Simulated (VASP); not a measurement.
Output of a VASP run:

File OSZICAR:
```
       N       E                     dE             d eps       ncg     rms          rms(c)
DAV:   1     0.486335368564E+03    0.48634E+03   -0.24360E+04  2248   0.132E+03
DAV:   2    -0.950084010295E+01   -0.49584E+03   -0.48347E+03  2400   0.384E+02
DAV:   3    -0.456657493989E+02   -0.36165E+02   -0.35551E+02  2440   0.990E+01
DAV:   4    -0.468989979712E+02   -0.12332E+01   -0.12268E+01  2464   0.175E+01
DAV:   5    -0.469386288962E+02   -0.39631E-01   -0.39581E-01  2650   0.294E+00    0.285E+01
DAV:   6    -0.453123466076E+02    0.16263E+01   -0.11525E+01  2462   0.190E+01    0.104E+01
DAV:   7    -0.450455802093E+02    0.26677E+00   -0.44365E+00  2370   0.913E+00    0.560E+00
DAV:   8    -0.448927279858E+02    0.15285E+00   -0.57067E-01  2540   0.445E+00    0.124E+00
DAV:   9    -0.448928332868E+02   -0.10530E-03   -0.79389E-02  2628   0.135E+00    0.607E-01
DAV:  10    -0.448922062210E+02    0.62707E-03   -0.48210E-03  2460   0.448E-01    0.288E-01
DAV:  11    -0.448923976209E+02   -0.19140E-03   -0.29852E-03  2692   0.309E-01    0.611E-02
DAV:  12    -0.448924905433E+02   -0.92922E-04   -0.34038E-04  2474   0.122E-01    0.429E-02
DAV:  13    -0.448925285201E+02   -0.37977E-04   -0.59138E-05  2536   0.400E-02    0.283E-02
DAV:  14    -0.448925357601E+02   -0.72400E-05   -0.48475E-05  2586   0.373E-02    0.792E-03
DAV:  15    -0.448925376996E+02   -0.19395E-05   -0.39712E-06  2136   0.114E-02    0.386E-03
DAV:  16    -0.448925385460E+02   -0.84640E-06   -0.17549E-06  1826   0.648E-03
   1 F= -.44892539E+02 E0= -.44892539E+02  d E =-.360081E-27  mag=     0.0000    -0.0000    -0.0000
       N       E                     dE             ncg
       N       E                     dE             ncg
       N       E                     dE             ncg
```

### OUTCAR
```
------------------------ aborting loop because EDIFF is reached ----------------------------------------
  FORCE on cell =-STRESS in cart. coord.  units (eV):
  Direction    XX          YY          ZZ          XY          YZ          ZX
  --------------------------------------------------------------------------------------
  Total        0.1396975      0.1396974      0.2486932      0.0000000      0.0000000      0.0000000
  in kB        1.5851016      1.5851012      2.8218405      0.0000000      0.0000000      0.0000000
  external PRESSURE =       1.9973477 kB  Pullay stress =       0.0000000 kB
  volume of cell :      141.20
      direct lattice vectors                 reciprocal lattice vectors
     1.661961377 -2.878601208  0.000000000     0.300849350 -0.173695474  0.000000000
     1.661961377  2.878601208  0.000000000     0.300849350  0.173695474  0.000000000
     0.000000000  0.000000000 14.757391073     0.000000000  0.000000000  0.067762655
 POSITION                                       TOTAL-FORCE (eV/Angst)
 -----------------------------------------------------------------------------------
      1.66196      0.95954      3.68935        -0.000000     -0.000000      0.000000
      1.66196     -0.95954     11.06804         0.000000      0.000000      0.000000
      1.66196      0.95954     12.74731         0.000000     -0.000000      0.033858
      1.66196     -0.95954      5.36861        -0.000000      0.000000      0.033858
      1.66196     -0.95954      2.01008         0.000000     -0.000000     -0.033858
      1.66196      0.95954      9.38878        -0.000000     -0.000000     -0.033858
 -----------------------------------------------------------------------------------
    total drift:                               -0.000148     -0.000000      0.000000
  FREE ENERGIE OF THE ION-ELECTRON SYSTEM (eV)
  ---------------------------------------------------
  free  energy   TOTEN  =       -44.8925385460 eV

  energy  without entropy=      -44.8925385460  energy(sigma->0) =      -44.89253855

 Ion:    1  E_soc:     -1.5338407

 Ion:    2  E_soc:     -1.5338407

 Ion:    3  E_soc:     -0.0428889

 Ion:    4  E_soc:     -0.0428889

 Ion:    5  E_soc:     -0.0428889

 Ion:    6  E_soc:     -0.0428889
```
(Selected blocks of OUTCAR.)

File POSCAR:
```
WSe2
1
    1.6619613766    -2.8786012076     0.0000000000
    1.6619613766     2.8786012076     0.0000000000
    0.0000000000     0.0000000000    14.7573910733
W Se
2 4
Direct
  0.3333330000   0.6666670000   0.2500000000
  0.6666670000   0.3333330000   0.7500000000
  0.3333330000   0.6666670000   0.8637913634
  0.6666670000   0.3333330000   0.3637913634
  0.6666670000   0.3333330000   0.1362086366
  0.3333330000   0.6666670000   0.6362086366
```

Q: Write an INCAR and KPOINTS that could have produced this output.

A: One answer among several that fit: the input of the run itself, PBE GGA with spin-orbit coupling, plane waves, VASP's PBE PAW potentials (set 64).

### KPOINTS
```
Automatic mesh
0
Gamma
7 7 2
0 0 0
```

### INCAR
```
# general
SYSTEM    =WSe2
PREC      =Accurate
ENCUT     =400
LREAL     =.FALSE.
LASPH     =.TRUE.

# electronic loop
EDIFF     =1E-6
NELM      =100
ALGO      =Normal
LMAXMIX   =6

# smearing
ISMEAR    =0
SIGMA     =0.05

# functional
GGA       =PE
GGA_COMPAT=.FALSE.

# spin
MAGMOM    =0 0 0 0 0 0 0 0 0 0 0 0 0 0 0 0 0 0
LSORBIT   =.TRUE.

# output
LWAVE     =.FALSE.
LCHARG    =.FALSE.
```

File KPOINTS_OPT:
```
k-points along high-symmetry lines
5
Line-mode
Reciprocal
  0.000000   0.000000   0.000000 ! GAMMA
  0.000000   0.500000   0.000000 ! M

  0.000000   0.500000   0.000000 ! M
 -0.333333   0.666667   0.000000 ! K

 -0.333333   0.666667   0.000000 ! K
  0.000000   0.000000   0.000000 ! GAMMA

  0.000000   0.000000   0.000000 ! GAMMA
  0.000000   0.000000   0.500000 ! A

  0.000000   0.000000   0.500000 ! A
  0.000000   0.500000   0.500000 ! L

  0.000000   0.500000   0.500000 ! L
 -0.333333   0.666667   0.500000 ! H

 -0.333333   0.666667   0.500000 ! H
  0.000000   0.000000   0.500000 ! A

  0.000000   0.500000   0.500000 ! L
  0.000000   0.500000   0.000000 ! M

 -0.333333   0.666667   0.500000 ! H
 -0.333333   0.666667   0.000000 ! K
```

POTCAR, in this order: W_sv Se (PBE.64 set). Program: vasp_ncl.

Without a dispersion term in the relaxation, distances and binding between the weakly bound layers, chains or molecules are unreliable, and so is what depends on them.

The compound is WSe2 in the 2H layered structure. It was relaxed first, which changed the volume by +17 %.
